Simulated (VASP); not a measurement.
ZnO: energy against strain

ZnO (wurtzite, P6_3mc, 11.424 Å³/atom and stress up to 0.27 GPa in the relaxed cell, c along z) under an equal strain ε along x and y, with z held. LDA in VASP (plane waves, PAW), 600 eV, 12×12×6 Γ-centred mesh, Gaussian smearing 0.05 eV; ions are relaxed, or left where forces stay under 0.02 eV/Å, within the symmetry of each cell.

Here s stands for strain and y for E less E0.

| strain (%) | E less E0 (meV/atom) |
|---|---|
| -1.50 | 6.11 |
| -1.00 | 2.74 |
| -0.50 | 0.71 |
| 0.00 | 0.00 |
| 0.50 | 0.58 |
| 1.00 | 2.40 |
| 1.50 | 5.42 |
| 3.00 | ? |

Taking a parabola for y over the 7 complete rows: Least squares gives y = 0.005 - 0.2057·s + 2.5610·s². Residuals (row less fit): 0.034, -0.032, -0.038, -0.005, 0.038, 0.040, -0.039; standard error 0.045 (degrees of freedom: 4). Twice the quadratic coefficient over the volume, 2 × 2.5610 meV × 10⁴ × 0.1602 / 11.424 Å³, is the elastic constants 2(C11 + C12) = 718 ± 6 GPa (± standard error of the fit, which holds the terms cut off).

Predict the withheld y at s = 3.00 from the fit, and compare with the calculation.

y = 0.005 - 0.2057 × 3.0 + 2.5610 × 3.0² = 22.437 meV/atom. The calculation gives 21.40 meV/atom, 1.037 meV/atom below the prediction (4.8 % of the range of y in the table). The row lies outside the fitted rows, so this is an extrapolation. From the scatter of the fitted rows alone, a prediction at this place has a standard error of 0.172 meV/atom, so the miss is 6.0 times that.

A polynomial of degree 3 through the 12 other runs of the series gives 21.42 there, so most of the miss is curvature that the fit leaves out. Rows are the converged runs of the series near zero and its far end; series whose fitted rows scatter by over a few per cent of the range, as at a crossing or softening among them, aren't shown in this form, nor equations of state whose B0' disagrees with the runs' pressures. Most that stay on the fit to the last digits aren't either.
